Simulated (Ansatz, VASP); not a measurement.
# PtS2: VASP beside Ansatz, part 2 of 3

One calculation is typed for both programs; each brings its own data sets. How far apart do they land? The cell is taken from a series of runs on this material, whose earlier steps may have relaxed, scaled, displaced or heated it; both programs get it as it stands.

VASP 6.6.1 and Ansatz 0.2.0.

So far: Starting point; Ansatz: zone-centre phonons, PBE, pair 1.

**3. VASP: zone-centre phonons, PBE, pair 1**

Level of this step: PBE; plane waves and PAW (Pt, S) (VASP).

The same cell, functional, mesh and smearing now go to VASP, with its own data sets.

Lines of VASP's logs that name or quote its potential files are left out, and so is its time.

INCAR reads:

```
SYSTEM = PtS2
PREC = Accurate
ENCUT = 500
EDIFF = 1E-08
NELM = 120
ISMEAR = 1
SIGMA = 0.2
LREAL = .FALSE.
ALGO = Normal
GGA = PE
NBANDS = 17
LASPH = .TRUE.
LORBIT = 11
LWAVE = .FALSE.
LCHARG = .FALSE.
ISIF = 2
IBRION = 8
GGA_COMPAT = .FALSE.
NELMDL = -8
KPAR = 2
```

POSCAR reads:

```
PtS2
1.0
    3.4852388710      0.0000000000      0.0000000000
   -1.7426194355      3.0484884545      0.0000000000
    0.0000000000      0.0000000000     30.0000000000
Pt S
1 2
Direct
    0.3437263806      0.6874527612      0.3333333333
    0.6614701430      0.3229402861      0.3792795588
    0.6614701430      0.3229402861      0.2873871078
```

KPOINTS reads:

```
Automatic mesh
0
Gamma
15 15 1
0 0 0
```

The projector-augmented-wave data sets are Pt and S (PBE family, release 64).

Command:

```bash
$ mpirun -np 2 vasp_std
```

Numbers of over 12 decimals in the logs are rounded to 6 here.

What it wrote:

```text
[banner, memory and clock lines left out]
running    2 mpi-ranks, on    1 nodes
 distrk:  each k-point on    1 cores,    2 groups
 distr:  one band on    1 cores,    1 groups

 POSCAR found type information on POSCAR PtS
 POSCAR found :  2 types and       3 ions
 LDA part: xc-table for (Slater+PW92), standard interpolation
 POSCAR, INCAR and KPOINTS ok, starting setup
 FFT: planning ... GRIDC
 FFT: planning ... GRID_SOFT
 FFT: planning ... GRID
 WAVECAR not read
 entering main loop
       N       E                     dE             d eps       ncg     rms          rms(c)
DAV:   1     0.174527193105E+03    0.17453E+03   -0.68424E+03  2176   0.885E+02
DAV:   2     0.554542286028E+01   -0.16898E+03   -0.15968E+03  3651   0.164E+02
DAV:   3    -0.143006035627E+02   -0.19846E+02   -0.19578E+02  2741   0.708E+01
DAV:   4    -0.147149819821E+02   -0.41438E+00   -0.40651E+00  3059   0.120E+01
DAV:   5    -0.147241875631E+02   -0.92056E-02   -0.91914E-02  3062   0.170E+00
DAV:   6    -0.147244800427E+02   -0.29248E-03   -0.29247E-03  3342   0.293E-01
DAV:   7    -0.147244869242E+02   -0.68815E-05   -0.68818E-05  3113   0.354E-02
DAV:   8    -0.147244873272E+02   -0.40302E-06   -0.40279E-06  3468   0.718E-03    0.178E+01
DAV:   9    -0.141103177507E+02    0.61417E+00   -0.95374E+00  2984   0.234E+01    0.135E+01
DAV:  10    -0.138187699895E+02    0.29155E+00   -0.35868E+00  2693   0.183E+01    0.510E+00
DAV:  11    -0.136683622648E+02    0.15041E+00   -0.45826E-01  2636   0.554E+00    0.699E-01
DAV:  12    -0.136636759691E+02    0.46863E-02   -0.42195E-02  2886   0.153E+00    0.236E-01
DAV:  13    -0.136638636320E+02   -0.18766E-03   -0.23243E-03  2821   0.344E-01    0.148E-01
DAV:  14    -0.136639009624E+02   -0.37330E-04   -0.31956E-04  2688   0.162E-01    0.911E-02
[...]
DAV:  24    -0.136638844485E+02   -0.13781E-06   -0.23838E-09  2530   0.273E-04    0.693E-05
DAV:  25    -0.136638848293E+02   -0.38078E-06   -0.83595E-09  2046   0.228E-04    0.990E-05
DAV:  26    -0.136638849706E+02   -0.14129E-06   -0.21896E-09  2367   0.186E-04    0.959E-05
DAV:  27    -0.136638850609E+02   -0.90346E-07   -0.97337E-10  2290   0.863E-05    0.206E-05
DAV:  28    -0.136638850989E+02   -0.37983E-07   -0.12846E-10  2330   0.645E-05    0.385E-05
DAV:  29    -0.136638851283E+02   -0.29379E-07    0.95115E-11  2272   0.406E-05    0.129E-05
DAV:  30    -0.136638851431E+02   -0.14801E-07    0.18359E-10  2273   0.235E-05    0.489E-06
DAV:  31    -0.136638851491E+02   -0.60766E-08    0.21975E-10  2294   0.180E-05
   1 F= -.13663885E+02 E0= -.13663884E+02  d E =-.202520E-05
 Linear response reoptimize wavefunctions to high precision
DAV:   1    -0.136638851517E+02   -0.26002E-08    0.24279E-10  1988   0.102E-05
DAV:   2    -0.136638851517E+02   -0.18190E-11    0.25258E-10  2342   0.228E-06
 Linear response DOF=           6
 Linear response progress:
  Degree of freedom:   1/  6
       N       E                     dE             d eps       ncg     rms          rms(c)
RMM:   1    -0.256703525880E+00   -0.25670E+00   -0.28708E-01  6862   0.330E+00
RMM:   2    -0.250759861809E+00    0.59437E-02   -0.80692E-03  6016   0.523E-01    0.208E-01
RMM:   3    -0.250630013748E+00    0.12985E-03   -0.53308E-04  6013   0.136E-01    0.126E-01
RMM:   4    -0.251230533420E+00   -0.60052E-03   -0.73311E-04  6340   0.149E-01    0.289E-02
RMM:   5    -0.251212626655E+00    0.17907E-04   -0.49102E-05  6317   0.441E-02    0.911E-03
RMM:   6    -0.251217423562E+00   -0.47969E-05   -0.32355E-06  6610   0.110E-02    0.216E-03
RMM:   7    -0.251209300756E+00    0.81228E-05   -0.55245E-07  6768   0.434E-03    0.105E-03
RMM:   8    -0.251199206838E+00    0.10094E-04   -0.26345E-08  6826   0.207E-03    0.635E-04
RMM:   9    -0.251194681299E+00    0.45255E-05   -0.26534E-08  6651   0.102E-03    0.141E-04
RMM:  10    -0.251193110517E+00    0.15708E-05   -0.31236E-07  6974   0.323E-04    0.350E-05
RMM:  11    -0.251193272302E+00   -0.16178E-06   -0.16282E-08  7123   0.144E-04    0.259E-05
RMM:  12    -0.251193533523E+00   -0.26122E-06   -0.63830E-08  6898   0.887E-05    0.575E-06
RMM:  13    -0.251193585109E+00   -0.51586E-07   -0.35034E-09  7187   0.603E-05    0.331E-06
RMM:  14    -0.251193599673E+00   -0.14564E-07   -0.54958E-09  7044   0.571E-05    0.105E-06
RMM:  15    -0.251193619292E+00   -0.19618E-07   -0.74445E-09  7004   0.539E-05    0.862E-07
RMM:  16    -0.251193606729E+00    0.12562E-07   -0.55150E-09  6411   0.533E-05    0.480E-07
RMM:  17    -0.251193598270E+00    0.84595E-08   -0.66969E-09  7049   0.540E-05    0.856E-07
 first order change of Fermi-energy  -0.54370E-02
 force on displaced ion       1 direction 1 :   1.029  -0.087   0.000
 Linear response progress:
  Degree of freedom:   2/  6
       N       E                     dE             d eps       ncg     rms          rms(c)
RMM:   1    -0.255662169434E+00   -0.25566E+00   -0.28247E-01  3950   0.329E+00
RMM:   2    -0.248559135109E+00    0.71030E-02   -0.85027E-03  3417   0.532E-01    0.229E-01
RMM:   3    -0.248660459004E+00   -0.10132E-03   -0.50801E-04  3394   0.134E-01    0.140E-01
RMM:   4    -0.249112377481E+00   -0.45192E-03   -0.49751E-04  3727   0.130E-01    0.642E-02
RMM:   5    -0.249358679855E+00   -0.24630E-03   -0.13197E-04  3691   0.643E-02    0.171E-02
RMM:   6    -0.249308842876E+00    0.49837E-04   -0.16715E-05  3708   0.240E-02    0.496E-03
[...]
RMM:   9    -0.288868107575E+00    0.45340E-05   -0.28644E-07  3924   0.173E-03    0.351E-04
RMM:  10    -0.288868285250E+00   -0.17768E-06   -0.31995E-08  3919   0.572E-04    0.226E-04
RMM:  11    -0.288868624797E+00   -0.33955E-06   -0.85113E-08  3904   0.411E-04    0.157E-04
RMM:  12    -0.288868546399E+00    0.78398E-07   -0.38565E-07  3990   0.634E-04    0.920E-05
RMM:  13    -0.288868555949E+00   -0.95502E-08   -0.27681E-06  4054   0.208E-04    0.429E-05
RMM:  14    -0.288868472954E+00    0.82995E-07   -0.69652E-07  4124   0.247E-04    0.184E-05
RMM:  15    -0.288868445153E+00    0.27800E-07   -0.84234E-08  4077   0.124E-04    0.144E-05
RMM:  16    -0.288868414264E+00    0.30889E-07   -0.19037E-07  4147   0.973E-05    0.754E-06
RMM:  17    -0.288868422357E+00   -0.80931E-08   -0.14260E-08  4198   0.101E-04    0.352E-06
 first order change of Fermi-energy  -0.37759E-04
 force on displaced ion       1 direction 3 :   0.000  -0.003  -1.997
 Linear response progress:
  Degree of freedom:   4/  6
       N       E                     dE             d eps       ncg     rms          rms(c)
RMM:   1    -0.979804230511E-01   -0.97980E-01    0.37927E-03  9315   0.200E+00
RMM:   2    -0.962061994165E-01    0.17742E-02   -0.27508E-03  6313   0.318E-01    0.118E-01
RMM:   3    -0.962678974665E-01   -0.61698E-04   -0.11748E-04  6224   0.678E-02    0.645E-02
RMM:   4    -0.964457883378E-01   -0.17789E-03   -0.32043E-05  6647   0.346E-02    0.121E-02
RMM:   5    -0.964708145365E-01   -0.25026E-04   -0.13833E-06  6923   0.845E-03    0.404E-03
RMM:   6    -0.964630812547E-01    0.77333E-05   -0.97245E-07  6902   0.337E-03    0.233E-03
RMM:   7    -0.964624128502E-01    0.66840E-06    0.59326E-08  6861   0.159E-03    0.101E-03
RMM:   8    -0.964643734579E-01   -0.19606E-05    0.78261E-09  6900   0.756E-04    0.426E-04
RMM:   9    -0.964650702057E-01   -0.69675E-06   -0.29195E-07  6996   0.421E-04    0.116E-04
RMM:  10    -0.964649645690E-01    0.10564E-06   -0.16880E-07  7142   0.144E-04    0.473E-05
RMM:  11    -0.964648916648E-01    0.72904E-07   -0.71611E-08  7044   0.110E-04    0.798E-06
RMM:  12    -0.964649198688E-01   -0.28204E-07   -0.14402E-07  7471   0.754E-05    0.473E-06
RMM:  13    -0.964649440852E-01   -0.24216E-07   -0.11980E-07  7005   0.722E-05    0.147E-06
RMM:  14    -0.964649428047E-01    0.12805E-08   -0.11408E-07  7002   0.677E-05    0.892E-07
RMM:  15    -0.964649408335E-01    0.19712E-08   -0.12414E-07  6350   0.670E-05    0.345E-07
RMM:  16    -0.964649417181E-01   -0.88464E-09   -0.12594E-07  6314   0.669E-05    0.263E-07
RMM:  17    -0.964649427468E-01   -0.10286E-08   -0.13243E-07  6372   0.668E-05    0.180E-07
RMM:  18    -0.964649422567E-01    0.49006E-09   -0.13801E-07  6673   0.669E-05    0.110E-07
RMM:  19    -0.964649421554E-01    0.10132E-09   -0.13680E-07  6428   0.667E-05    0.615E-08
 first order change of Fermi-energy   0.25558E-02
 force on displaced ion       2 direction 1 :  -0.500  -0.024  -0.003
 Linear response progress:
  Degree of freedom:   5/  6
       N       E                     dE             d eps       ncg     rms          rms(c)
RMM:   1    -0.981682477257E-01   -0.98168E-01    0.12203E-02  5274   0.203E+00
RMM:   2    -0.963055489237E-01    0.18627E-02   -0.28223E-03  3587   0.325E-01    0.143E-01
RMM:   3    -0.964362473664E-01   -0.13070E-03   -0.17551E-04  3823   0.806E-02    0.805E-02
RMM:   4    -0.966793641909E-01   -0.24312E-03   -0.23517E-04  3908   0.667E-02    0.692E-02
RMM:   5    -0.966308371922E-01    0.48527E-04   -0.10575E-04  3922   0.441E-02    0.147E-02
RMM:   6    -0.966354162631E-01   -0.45791E-05   -0.29042E-06  3842   0.145E-02    0.622E-03
RMM:   7    -0.966234992749E-01    0.11917E-04   -0.11578E-06  3874   0.611E-03    0.164E-03
RMM:   8    -0.966216721911E-01    0.18271E-05   -0.18016E-07  3938   0.139E-03    0.772E-04
RMM:   9    -0.966246403641E-01   -0.29682E-05   -0.98354E-08  3889   0.785E-04    0.191E-04
RMM:  10    -0.966244945067E-01    0.14586E-06   -0.58271E-08  3985   0.262E-04    0.107E-04
RMM:  11    -0.966242136306E-01    0.28088E-06   -0.10068E-07  3965   0.263E-04    0.519E-05
RMM:  12    -0.966243642252E-01   -0.15059E-06   -0.12445E-07  4130   0.140E-04    0.351E-05
RMM:  13    -0.966243919412E-01   -0.27716E-07    0.40581E-08  4039   0.246E-04    0.213E-05
RMM:  14    -0.966243855410E-01    0.64003E-08    0.30084E-08  4238   0.125E-04    0.108E-05
 first order change of Fermi-energy   0.29854E+00
 force on displaced ion       2 direction 2 :  -0.000  -2.589  -0.984
 Linear response progress:
  Degree of freedom:   6/  6
       N       E                     dE             d eps       ncg     rms          rms(c)
RMM:   1    -0.144479036541E+00   -0.14448E+00    0.15943E-03  4981   0.197E+00
RMM:   2    -0.142700136277E+00    0.17789E-02   -0.25739E-03  3620   0.323E-01    0.311E-01
RMM:   3    -0.142837602667E+00   -0.13747E-03   -0.11937E-03  3901   0.154E-01    0.205E-01
RMM:   4    -0.142722064454E+00    0.11554E-03   -0.16583E-03  4006   0.163E-01    0.174E-01
RMM:   5    -0.142201757027E+00    0.52031E-03   -0.24636E-04  3892   0.721E-02    0.157E-02
RMM:   6    -0.142213177775E+00   -0.11421E-04   -0.98233E-06  3905   0.155E-02    0.646E-03
RMM:   7    -0.142213901875E+00   -0.72410E-06   -0.27542E-06  3826   0.728E-03    0.330E-03
RMM:   8    -0.142211500583E+00    0.24013E-05   -0.41223E-07  3883   0.287E-03    0.107E-03
RMM:   9    -0.142209258007E+00    0.22426E-05    0.69832E-08  3905   0.814E-04    0.484E-04
RMM:  10    -0.142208039390E+00    0.12186E-05    0.11119E-07  3939   0.666E-04    0.166E-04
RMM:  11    -0.142208216363E+00   -0.17697E-06   -0.65869E-08  3865   0.352E-04    0.767E-05
RMM:  12    -0.142207842725E+00    0.37364E-06    0.25820E-08  4022   0.315E-04    0.530E-05
RMM:  13    -0.142207725255E+00    0.11747E-06    0.43214E-07  4073   0.186E-04    0.316E-05
RMM:  14    -0.142207761719E+00   -0.36464E-07    0.27123E-08  4056   0.144E-04    0.152E-05
RMM:  15    -0.142207799032E+00   -0.37313E-07    0.85403E-08  4079   0.100E-04    0.734E-06
RMM:  16    -0.142207824636E+00   -0.25604E-07    0.12420E-07  4160   0.980E-05    0.475E-06
RMM:  17    -0.142207845072E+00   -0.20437E-07    0.52828E-08  4058   0.720E-05    0.220E-06
RMM:  18    -0.142207855741E+00   -0.10668E-07    0.62781E-08  4133   0.712E-05    0.192E-06
RMM:  19    -0.142207860849E+00   -0.51086E-08    0.59133E-08  4006   0.615E-05    0.104E-06
 first order change of Fermi-energy  -0.97456E+00
 force on displaced ion       2 direction 3 :  -0.000  -0.986  -5.938
 Linear response finished
```

Parts of OUTCAR (step 3):

```text
ion  position               nearest neighbor table
   1  0.344  0.687  0.333-   3 2.38   2 2.38   3 2.48   2 2.48   3 2.48   2 2.48
   2  0.661  0.323  0.379-   1 2.38   1 2.48   1 2.48   3 2.76
   3  0.661  0.323  0.287-   1 2.38   1 2.48   1 2.48   2 2.76

  LATTYP: Found a base centered orthorhombic cell.
 ALAT       =     3.4852388710
 B/A-ratio  =     1.7493713156
 C/A-ratio  =     8.6077313809

 Subroutine GETGRP returns: Found  4 space group operations
 (whereof  2 operations were pure point group operations)

The static configuration has the point symmetry C_1h.
 The point group associated with its full space group is C_2v.

 Found     64 irreducible k-points:

   k-points           NKPTS =     64   k-points in BZ     NKDIM =     64   number of bands    NBANDS=     17

   dimension x,y,z NGX =    28 NGY =   28 NGZ =  224
   dimension x,y,z NGXF=    56 NGYF=   56 NGZF=  448

   ENCUT  =  500.0 eV  36.75 Ry    6.06 a.u.   6.35  6.40 54.70*2*pi/ulx,y,z

   NELECT =      22.0000    total number of electrons

 k-points in reciprocal lattice and weights: Automatic mesh
   0.00000000  0.00000000  0.00000000       0.004
   0.06666667  0.00000000  0.00000000       0.018
   0.13333333 -0.00000000  0.00000000       0.018
   0.20000000 -0.00000000  0.00000000       0.018
   0.26666667 -0.00000000  0.00000000       0.018
   0.33333333 -0.00000000  0.00000000       0.018
   0.40000000 -0.00000000  0.00000000       0.018
   0.46666667  0.00000000  0.00000000       0.018
   0.00000000  0.06666667  0.00000000       0.009
[...]
0.00000000  0.46666667  0.00000000       0.009
   0.06666667  0.46666667  0.00000000       0.009

 average (electrostatic) potential at core
       1 -77.8753       2 -95.6717       3 -95.6717

  Total       -0.5195802      0.1108644     -0.1476606      0.0000000      0.0000000      0.0000000
  in kB       -2.6117091      0.5572681     -0.7422273      0.0000000      0.0000000      0.0000000
  external PRESSURE =      -0.9322228 kB  Pullay stress =       0.0000000 kB

  energy-cutoff  :      500.00
  volume of cell :      318.74
      direct lattice vectors                 reciprocal lattice vectors
     3.485238871  0.000000000  0.000000000     0.286924379  0.164015711  0.000000000
    -1.742619435  3.048488455  0.000000000     0.000000000  0.328031421  0.000000000
     0.000000000  0.000000000 30.000000000     0.000000000  0.000000000  0.033333333

 POSITION                                       TOTAL-FORCE (eV/Angst)
 -----------------------------------------------------------------------------------
      0.00000      2.09569     10.00000        -0.000000      0.008984      0.000000
      1.74262      0.98448     11.37839         0.000000     -0.004492     -0.043545
      1.74262      0.98448      8.62161         0.000000     -0.004492      0.043545
 -----------------------------------------------------------------------------------
    total drift:                                0.000000     -0.000189      0.000017

 Eigenvectors and eigenvalues of the dynamical matrix
 ----------------------------------------------------

   1 f  =    9.116473 THz    57.280490 2PiTHz  304.092812 cm-1    37.702687 meV
             X         Y         Z           dx          dy          dz
      0.000000  2.095692 10.000000    -0.000000    0.027125    0.000000
      1.742619  0.984480 11.378387     0.000000   -0.033173   -0.706068
      1.742619  0.984480  8.621613    -0.000000   -0.033173    0.706068

   2 f  =    5.595246 THz    35.155968 2PiTHz  186.637319 cm-1    23.140068 meV
             X         Y         Z           dx          dy          dz
      0.000000  2.095692 10.000000    -0.000000    0.000000    0.275212
      1.742619  0.984480 11.378387     0.000000   -0.589248   -0.338993
      1.742619  0.984480  8.621613    -0.000000    0.589248   -0.338993

   3 f  =    4.801589 THz    30.169276 2PiTHz  160.163780 cm-1    19.857769 meV
             X         Y         Z           dx          dy          dz
      0.000000  2.095692 10.000000    -0.000000    0.495892   -0.000000
      1.742619  0.984480 11.378387    -0.000000   -0.612844    0.038318
      1.742619  0.984480  8.621613     0.000000   -0.612844   -0.038318

   4 f  =    3.396763 THz    21.342493 2PiTHz  113.303827 cm-1    14.047878 meV
             X         Y         Z           dx          dy          dz
      0.000000  2.095692 10.000000    -0.000000    0.000000   -0.000000
      1.742619  0.984480 11.378387     0.707107    0.000000    0.000000
      1.742619  0.984480  8.621613    -0.707107    0.000000    0.000000

   5 f  =    0.869359 THz     5.462342 2PiTHz   28.998685 cm-1     3.595377 meV
             X         Y         Z           dx          dy          dz
      0.000000  2.095692 10.000000     0.000000   -0.000000    0.415193
      1.742619  0.984480 11.378387     0.000000    0.390880   -0.510901
      1.742619  0.984480  8.621613     0.000000   -0.390880   -0.510901

   6 f  =    0.000761 THz     0.004780 2PiTHz    0.025374 cm-1     0.003146 meV
             X         Y         Z           dx          dy          dz
      0.000000  2.095692 10.000000     0.867353   -0.000000   -0.000000
      1.742619  0.984480 11.378387     0.351923   -0.000000   -0.000000
      1.742619  0.984480  8.621613     0.351923   -0.000000   -0.000000

   7 f/i=    0.001775 THz     0.011150 2PiTHz    0.059194 cm-1     0.007339 meV
             X         Y         Z           dx          dy          dz
      0.000000  2.095692 10.000000     0.000000    0.000000    0.867106
      1.742619  0.984480 11.378387     0.000000   -0.000141    0.352227
      1.742619  0.984480  8.621613     0.000000    0.000141    0.352227

   8 f/i=    0.004683 THz     0.029425 2PiTHz    0.156214 cm-1     0.019368 meV
             X         Y         Z           dx          dy          dz
      0.000000  2.095692 10.000000     0.000000    0.867961   -0.000000
      1.742619  0.984480 11.378387     0.000000    0.351173    0.000173
      1.742619  0.984480  8.621613     0.000000    0.351173   -0.000173

   9 f/i=    2.280882 THz    14.331204 2PiTHz   76.082035 cm-1     9.432966 meV
             X         Y         Z           dx          dy          dz
      0.000000  2.095692 10.000000    -0.497694    0.000000    0.000000
      1.742619  0.984480 11.378387     0.613311    0.000000    0.000000
      1.742619  0.984480  8.621613     0.613311    0.000000    0.000000

 ELASTIC MODULI CONTR FROM IONIC RELAXATION (kBar)
 Direction    XX          YY          ZZ          XY          YZ          ZX
 --------------------------------------------------------------------------------
 XX        -120.1721    -93.8240   -147.6379     -0.0000      0.0000      0.0000
 YY         -93.8240   -249.1239   -185.2062      0.0000     -0.0000     -0.0000
 ZZ        -147.6379   -185.2062   -209.1934     -0.0000     -0.0000     -0.0000
 XY          -0.0000      0.0000     -0.0000     -0.0000     -0.0000      0.0000
 YZ          -0.0000     -0.0000     -0.0000     -0.0000    -54.5861      0.0000
 ZX           0.0000     -0.0000     -0.0000      0.0000      0.0000    -24.4383
 --------------------------------------------------------------------------------
```

Energies printed during the response cycles are not total energies of the cell.

**4. Differences**

Known differences besides the potentials themselves: Ansatz cuts the interaction across the vacuum, VASP repeats the sheet without a dipole correction; the data sets hold 30 valence electrons in Ansatz (on its PAW soft_1 files) and 22 in VASP; the cutoff is 420 eV in Ansatz and 500 eV in VASP. Total energies have different zeros and are not compared.

Both answers:

```csv
quantity,Ansatz,VASP,difference
"optical mode 1 (imaginary, printed as negative) (cm⁻¹)",-70.2,-76.1,+5.9
optical mode 2 (cm⁻¹),22.5,29.0,-6.5
optical mode 3 (cm⁻¹),112.4,113.3,-0.78 %
optical mode 4 (cm⁻¹),160.7,160.2,+0.35 %
optical mode 5 (cm⁻¹),185.7,186.6,-0.49 %
optical mode 6 (cm⁻¹),305.8,304.1,+0.54 %
```

Modes are paired by rising frequency, not by their patterns, so a pair may set unlike modes beside each other; they are those without the splitting of longitudinal modes. Where the cell holds vacuum, a pressure given here is an average over it and none of the material.

(Continued in part 3 of 3.)

[Lines on the potential files, build, host, timing and source positions are cut from VASP's logs without a mark.]

[Logs are printed without paths, hosts, clocks, repeated set-up lines and the standing remarks that a program may print on its own settings, such as how far it seeks lower states.]

[Hosts, paths, dates, database ids (printed as entryN), source tags and the programs' standing remarks are cut or masked in the printed files.]
